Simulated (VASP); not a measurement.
VASP ran on this input.

POSCAR:
```
KMgH3
1
    3.9881000000     0.0000000000     0.0000000000
    0.0000000000     3.9881000000     0.0000000000
    0.0000000000     0.0000000000     3.9881000000
K Mg H
1 1 3
Direct
  0.0000000000   0.0000000000   0.0000000000
  0.5000000000   0.5000000000   0.5000000000
  0.5000000000   0.0000000000   0.5000000000
  0.0000000000   0.5000000000   0.5000000000
  0.5000000000   0.5000000000   0.0000000000
```

### INCAR
```
SYSTEM  =  KMgH3
PREC  =  Accurate; ENCUT  =  300; LREAL  =  .FALSE.
LASPH  =  .TRUE.
EDIFF  =  1E-6; NELM  =  100; ALGO  =  Normal
ISMEAR  =  0; SIGMA  =  0.01
GGA  =  PS
ISIF  =  2
LWAVE  =  .FALSE.; LCHARG  =  .FALSE.
```

File KPOINTS:
```
Automatic mesh
0
Gamma
4 4 4
0 0 0
```

POTCAR, in this order: K_sv Mg H (PBE.64 set). Program: vasp_std.

Question: Translate this PBEsol calculation to Quantum ESPRESSO's pw.x.

Answer: One equivalent input (not run):
```
&CONTROL
  calculation = 'scf'
  pseudo_dir = './pseudo'
  outdir = './out'
  tprnfor = .true.
  tstress = .true.
/
&SYSTEM
  ibrav = 0
  nat = 5
  ntyp = 3
  ecutwfc = 84
  occupations = 'smearing'
  smearing = 'gaussian'
  degauss = 0.000735
  input_dft = 'pbesol'
/
&ELECTRONS
  conv_thr = 7.3e-08
  electron_maxstep = 100
/
ATOMIC_SPECIES
  K 39.098 K.upf
  Mg 24.305 Mg.upf
  H 1.008 H.upf
CELL_PARAMETERS angstrom
     3.9881000    0.0000000    0.0000000
     0.0000000    3.9881000    0.0000000
     0.0000000    0.0000000    3.9881000
ATOMIC_POSITIONS crystal
  K    0.0000000  0.0000000  0.0000000
  Mg   0.5000000  0.5000000  0.5000000
  H    0.5000000  0.0000000  0.5000000
  H    0.0000000  0.5000000  0.5000000
  H    0.5000000  0.5000000  0.0000000
K_POINTS automatic
  4 4 4 0 0 0
```
Limits of the translation: the potentials are each code's own (VASP's PAW set, PseudoDojo norm-conserving files in pw.x), so ENCUT and ecutwfc are chosen apart and not converted; conv_thr bounds pw.x's estimated SCF error, while EDIFF bounds the energy change between steps.

The structure comes from a computed database's KMgH3 entry (Pm-3m); how it stands against other phases isn't given here. The cell was not relaxed at this level. The run is one of a series of settings (GGA = PS, POTCAR K_sv Mg H (PBE.64 set) against the base run), some of them coarse on purpose.
